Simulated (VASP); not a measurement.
Level of theory: PBEsol GGA, VASP's PBE PAW potentials (set 64) (plane waves; VASP).

VASP input:

POSCAR:
```
H
1
   -0.0000000000     1.1275405311     1.1275405311
    1.1275405311    -0.0000000000     1.1275405311
    1.1275405311     1.1275405311     0.0000000000
H
1
Direct
  0.0000000000   0.0000000000   0.0000000000
```

INCAR:
```
SYSTEM=H
PREC=Accurate; ENCUT=400; LREAL=.FALSE.
LASPH=.TRUE.
EDIFF=1E-6; NELM=100; ALGO=Normal
ISMEAR=1; SIGMA=0.1
GGA=PS
IBRION=2; NSW=60; ISIF=3
EDIFFG=-0.01
LWAVE=.FALSE.; LCHARG=.FALSE.
```

### KPOINTS
```
Automatic mesh
0
Gamma
25 25 25
0 0 0
```

POTCAR, in this order: H (PBE.64 set). Program: vasp_std.

What VASP printed:

**OUTCAR**
```
 ion  position               nearest neighbor table
   1  0.000  0.000  0.000-
  LATTYP: Found a face centered cubic cell.
 ALAT       =     2.2550810622
 Subroutine PRICEL returns:
 Original cell was already a primitive cell.
 Subroutine GETGRP returns: Found 48 space group operations
The static configuration has the point symmetry O_h .
The dynamic configuration has the point symmetry O_h .
 Subroutine INISYM returns: Found 48 space group operations
 Subroutine IBZKPT returns following result:
 Found    455 irreducible k-points:

 Following reciprocal coordinates:
            Coordinates               Weight
  0.000000  0.000000  0.000000      1.000000
  0.040000  0.000000  0.000000      8.000000
  0.080000  0.000000  0.000000      8.000000
  0.120000  0.000000  0.000000      8.000000
  0.160000  0.000000  0.000000      8.000000
  0.200000  0.000000  0.000000      8.000000
  0.240000  0.000000  0.000000      8.000000
  0.280000  0.000000  0.000000      8.000000
  0.320000  0.000000  0.000000      8.000000
  0.360000  0.000000  0.000000      8.000000
...
```

### OSZICAR
```
       N       E                     dE             d eps       ncg     rms          rms(c)
DAV:   1    -0.220519386408E+01   -0.22052E+01   -0.15872E+02  4312   0.763E+01
DAV:   2    -0.222453470406E+01   -0.19341E-01   -0.19322E-01  4656   0.339E+00
DAV:   3    -0.222453936298E+01   -0.46589E-05   -0.46590E-05  4264   0.342E-02
DAV:   4    -0.222453936314E+01   -0.16196E-09   -0.55309E-10  4548   0.942E-05
DAV:   5    -0.222453936309E+01    0.46761E-10   -0.20386E-14  3408   0.371E-07    0.448E-01
DAV:   6    -0.222434574111E+01    0.19362E-03   -0.40997E-06  3988   0.236E-02    0.269E-01
DAV:   7    -0.222424301651E+01    0.10272E-03   -0.11015E-05  3836   0.355E-02    0.434E-03
DAV:   8    -0.222424236205E+01    0.65446E-06   -0.86033E-09  2288   0.959E-04
   1 F= -.22242424E+01 E0= -.22241910E+01  d E =-.222424E+01
```

**OUTCAR**
```
------------------------ aborting loop because EDIFF is reached ----------------------------------------
  FORCE on cell =-STRESS in cart. coord.  units (eV):
  Direction    XX          YY          ZZ          XY          YZ          ZX
  --------------------------------------------------------------------------------------
  Total       -0.0055007     -0.0055007     -0.0055007     -0.0000000     -0.0000000      0.0000000
  in kB       -3.0740062     -3.0740062     -3.0740062     -0.0000000     -0.0000000      0.0000000
  external PRESSURE =      -3.0740062 kB  Pullay stress =       0.0000000 kB
  volume of cell :        2.87
      direct lattice vectors                 reciprocal lattice vectors
     0.000000000  1.127540531  1.127540531    -0.443443039  0.443443039  0.443443039
     1.127540531  0.000000000  1.127540531     0.443443039 -0.443443039  0.443443039
     1.127540531  1.127540531  0.000000000     0.443443039  0.443443039 -0.443443039
 POSITION                                       TOTAL-FORCE (eV/Angst)
 -----------------------------------------------------------------------------------
      0.00000      0.00000      0.00000         0.000000      0.000000     -0.000000
 -----------------------------------------------------------------------------------
    total drift:                                0.000000      0.000000     -0.000000
  FREE ENERGIE OF THE ION-ELECTRON SYSTEM (eV)
  ---------------------------------------------------
  free  energy   TOTEN  =        -2.2242423621 eV

  energy  without entropy=       -2.2240883280  energy(sigma->0) =       -2.22419102

 reached required accuracy - stopping structural energy minimisation
```
(Selected blocks of OUTCAR.)

**OUTCAR**
```
 val. band max:        3.2448145620   @ k =   0.4800   0.1200   0.0000

 cond. band min:       3.2660851006   @ k =   0.4800   0.1600   0.0000


 Fermi energy:         3.2610884842

 k-point     1 :       0.0000    0.0000    0.0000
  band No.  band energies     occupation
      1     -13.6720      2.00000
      2      60.4304      0.00000
      3      75.7036      0.00000
      4      75.7036      0.00000

 k-point     2 :       0.0400    0.0000    0.0000
  band No.  band energies     occupation
      1     -13.5338      2.00000
      2      59.4788      0.00000
      3      72.3964      0.00000
      4      74.6059      0.00000

 k-point     3 :       0.0800    0.0000    0.0000
  band No.  band energies     occupation
      1     -13.1195      2.00000
      2      56.6533      0.00000
      3      68.5071      0.00000
      4      72.8952      0.00000

 k-point     4 :       0.1200    0.0000    0.0000
  band No.  band energies     occupation
      1     -12.4297      2.00000
      2      52.3647      0.00000
      3      65.8019      0.00000
      4      71.3146      0.00000

 k-point     5 :       0.1600    0.0000    0.0000
  band No.  band energies     occupation
      1     -11.4648      2.00000
      2      47.3706      0.00000
      3      63.9247      0.00000
      4      69.9687      0.00000

 k-point     6 :       0.2000    0.0000    0.0000
  band No.  band energies     occupation
      1     -10.2287      2.00000
      2      42.1966      0.00000
      3      62.5225      0.00000
      4      68.8820      0.00000

 k-point     7 :       0.2400    0.0000    0.0000
  band No.  band energies     occupation
      1      -8.7206      2.00000
      2      37.0883      0.00000
      3      61.4442      0.00000
      4      68.0617      0.00000

 k-point     8 :       0.2800    0.0000    0.0000
  band No.  band energies     occupation
      1      -6.9535      2.00000
      2      32.1575      0.00000
...
```

The structure was generated: H was put into the fcc type (Fm-3m), which need not be its known phase. It was relaxed first. The start is the result of an earlier pass.
